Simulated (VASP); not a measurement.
A run of VASP 6.6.1:

Contents of INCAR:

```
  ALGO = Normal
  EDIFF = 1E-7
  ENCUT = 520
  GGA = PE
  ISIF = 2
  ISMEAR = -1
  LASPH = True
  LCHARG = False
  LREAL = False
  LWAVE = False
  NBANDS = 56
  NELM = 60
  PREC = Accurate
  SIGMA = 0.05
```

Contents of KPOINTS:

```
k-points
0
Gamma
  10 10 2
```

File POSCAR:

```
Mo3Ru3C2
1.0
    2.9092692288      0.0000000000      0.0000000000
   -1.4546346144      2.5195010586      0.0000000000
    0.0000000000      0.0000000000     13.8833190660
Ru Mo C
3 3 2
Direct
    0.3333333333      0.6666666667      0.3459835000
    0.0000000000      0.0000000000      0.5000000000
    0.6666666667      0.3333333333      0.6540165000
    0.3333333333      0.6666666667      0.8121105000
    0.0000000000      0.0000000000      0.0000000000
    0.6666666667      0.3333333333      0.1878895000
    0.6666666667      0.3333333333      0.9011725000
    0.3333333333      0.6666666667      0.0988275000
```

Potentials or basis: VASP PAW PBE potentials, release 64 (Ru_pv, Mo_sv, C).

Launch:

```bash
$ cat potpaw_PBE.64/Ru_pv/POTCAR potpaw_PBE.64/Mo_sv/POTCAR potpaw_PBE.64/C/POTCAR > POTCAR
$ mpirun -np 1 vasp_std > vasp.out
```

Hardware: 1 thread of Intel(R) Xeon(R) 6975P-C (Granite Rapids), with other jobs on the host.

Problem. How long does it take, and how much memory?

Solution. Wall time 2 min on 1 thread of Intel(R) Xeon(R) 6975P-C (Granite Rapids) (shared host), peak memory 0.31 GiB. Counts: scf iterations 22, k points 28.
